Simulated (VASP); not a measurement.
Runs of VASP 6.6.1 on CrO2. Symmetry: P4_2/mnm, No. 136, tetragonal system. Conventional cell: a = 4.421 Å, b = 4.421 Å, c = 2.917 Å, α = 90.00°, β = 90.00°, γ = 90.00°. Around Cr (site symmetry mmm) lie 6 O at 1.88 to 1.92 Å. O (site symmetry m2m) has 3 Cr at 1.88 to 1.92 Å as nearest neighbours. 

```tsv
level	spin	U	k mesh	cutoff (eV)	grid for exact exchange (PRECFOCK)	screening parameter	mesh quality	gap on the mesh (eV)	pressure (GPa)	moment (μB)	largest force (eV/Å)
HSE06	collinear, ferromagnetic start	-	3 × 3 × 4	450	Fast	0.2 1/A	coarse	none	-	4.00	0.12
HSE06	collinear, antiferromagnetic start	-	3 × 3 × 4	450	Fast	0.2 1/A	coarse	1.20	-	0.00	0.30
PBEsol+U	collinear, ferromagnetic start	Cr d U = 3.5 eV	5 × 5 × 8	520	-	-	not flagged	none	(b)	4.00	(a)
PBEsol+U	collinear, antiferromagnetic start	Cr d U = 3.5 eV	5 × 5 × 8	520	-	-	not flagged	0.06	1.2	0.00	0.27
```

Alike in all rows: task single point; potentials or basis VASP PAW PBE potentials, release 64 (Cr_pv, O); cell as given; smearing gaussian 0.05 eV.

Question: Estimate the missing entries.

Answer: (a) 0.03; (b) 1.8.

Caveats: some runs use coarse meshes; the PAW data sets were made with another functional, which shifts forces and pressure a little; the cutoff is under 1.25 times the usual one of these potentials, so pressure, stress and relaxed cells hold a basis-set (Pulay) error (some runs); an odd mesh through Γ misses points on the zone boundary, where band edges often lie (some runs).

A gap of «none» marks a metal or a gap under the smearing width.

Not every run made on this cell is shown here.
